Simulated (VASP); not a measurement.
Level of theory: PBE GGA, VASP's PBE PAW potentials (set 64) (plane waves; VASP).

A VASP calculation is set up with these files.

### POSCAR
```
LaB6
1
    3.9714195449     0.0000000000    -0.0000000000
    0.0000000000     3.9714195449    -0.0000000000
    0.0000000000     0.0000000000     3.9714195449
La B
1 6
Direct
  0.0000000000   1.0000000000   0.0000000000
  0.8017730876   0.5000000000   0.5000000000
  0.5000000000   0.1982269124   0.5000000000
  0.5000000000   0.8017730876   0.5000000000
  0.1982269124   0.5000000000   0.5000000000
  0.5000000000   0.5000000000   0.8017730876
  0.5000000000   0.5000000000   0.1982269124
```

**INCAR**
```
! general
SYSTEM   =  LaB6
PREC     =  Accurate
ENCUT    =  620
LREAL    =  .FALSE.
LASPH    =  .TRUE.

! electronic loop
EDIFF    =  1E-6
NELM     =  100
ALGO     =  Normal
LMAXMIX  =  6

! smearing
ISMEAR   =  1
SIGMA    =  0.1

! functional
GGA      =  PE

! ions
IBRION   =  2
NSW      =  40
ISIF     =  3
EDIFFG   =  -0.02
PSTRESS  =  300

! output
LWAVE    =  .FALSE.
LCHARG   =  .FALSE.
```

KPOINTS:
```
Automatic mesh
0
Gamma
8 8 8
0 0 0
```

POTCAR, in this order: La B (PBE.64 set). Program: vasp_std.

What VASP printed:

**OSZICAR**
```
       N       E                     dE             d eps       ncg     rms          rms(c)
DAV:   1     0.251664892931E+03    0.25166E+03   -0.12875E+04  1276   0.243E+03
DAV:   2     0.248472727972E+01   -0.24918E+03   -0.23782E+03  1628   0.355E+02
DAV:   3    -0.509722113783E+02   -0.53457E+02   -0.45258E+02  1966   0.186E+02
DAV:   4    -0.537206162824E+02   -0.27484E+01   -0.27196E+01  2230   0.470E+01
DAV:   5    -0.538132622111E+02   -0.92646E-01   -0.92074E-01  2054   0.649E+00    0.105E+01
DAV:   6    -0.487167162966E+02    0.50965E+01   -0.12934E+01  1826   0.252E+01    0.549E+00
DAV:   7    -0.483470211954E+02    0.36970E+00   -0.55481E+00  2198   0.160E+01    0.226E+00
DAV:   8    -0.483893888628E+02   -0.42368E-01   -0.20995E+00  2130   0.160E+01    0.140E+00
DAV:   9    -0.483044220575E+02    0.84967E-01   -0.26278E-01  2058   0.474E+00    0.576E-01
DAV:  10    -0.482912269320E+02    0.13195E-01   -0.11969E-01  2154   0.342E+00    0.986E-02
DAV:  11    -0.482923629765E+02   -0.11360E-02   -0.83728E-03  2046   0.799E-01    0.124E-01
DAV:  12    -0.482918082775E+02    0.55470E-03   -0.28865E-03  2200   0.639E-01    0.356E-02
DAV:  13    -0.482917755092E+02    0.32768E-04   -0.70789E-04  2206   0.213E-01    0.941E-03
DAV:  14    -0.482917724059E+02    0.31033E-05   -0.49142E-05  1952   0.601E-02    0.315E-03
DAV:  15    -0.482917724732E+02   -0.67380E-07   -0.13716E-06  1208   0.117E-02
   1 F= -.36563124E+02 E0= -.36563251E+02  d E =-.365631E+02
```

File OUTCAR:
```
------------------------ aborting loop because EDIFF is reached ----------------------------------------
  FORCE on cell =-STRESS in cart. coord.  units (eV):
  Direction    XX          YY          ZZ          XY          YZ          ZX
  --------------------------------------------------------------------------------------
  Total       11.7658978     11.7658978     11.7658978      0.0000000     -0.0000000     -0.0000000
  in kB      300.9527729    300.9527729    300.9527729      0.0000000     -0.0000000     -0.0000000
  external PRESSURE =       0.9527729 kB  Pullay stress =     300.0000000 kB
  volume of cell :       62.64
      direct lattice vectors                 reciprocal lattice vectors
     3.971419545  0.000000000  0.000000000     0.251799133  0.000000000  0.000000000
     0.000000000  3.971419545  0.000000000     0.000000000  0.251799133  0.000000000
     0.000000000  0.000000000  3.971419545     0.000000000  0.000000000  0.251799133
 POSITION                                       TOTAL-FORCE (eV/Angst)
 -----------------------------------------------------------------------------------
      0.00000      0.00000      0.00000        -0.000000     -0.000000      0.000000
      3.18418      1.98571      1.98571         0.000480     -0.000000      0.000000
      1.98571      0.78724      1.98571        -0.000000     -0.000480     -0.000000
      1.98571      3.18418      1.98571        -0.000000      0.000480      0.000000
      0.78724      1.98571      1.98571        -0.000480      0.000000     -0.000000
      1.98571      1.98571      3.18418        -0.000000     -0.000000      0.000480
      1.98571      1.98571      0.78724        -0.000000      0.000000     -0.000480
 -----------------------------------------------------------------------------------
    total drift:                               -0.000000     -0.000000     -0.000000
  FREE ENERGIE OF THE ION-ELECTRON SYSTEM (eV)
  ---------------------------------------------------
  free  energy   TOTEN  =       -48.2917724732 eV

  energy  without entropy=      -48.2921532802  energy(sigma->0) =      -48.29189941
  enthalpy is  TOTEN    =       -36.5631237627 eV   P V=       11.7286487105

 reached required accuracy - stopping structural energy minimisation
```
(Selected blocks of OUTCAR.)

The compound is LaB6 in the cab6 structure. It was relaxed first under an external pressure of 30 GPa. The electron count is odd and the run is not spin-polarised, which forces a metal.
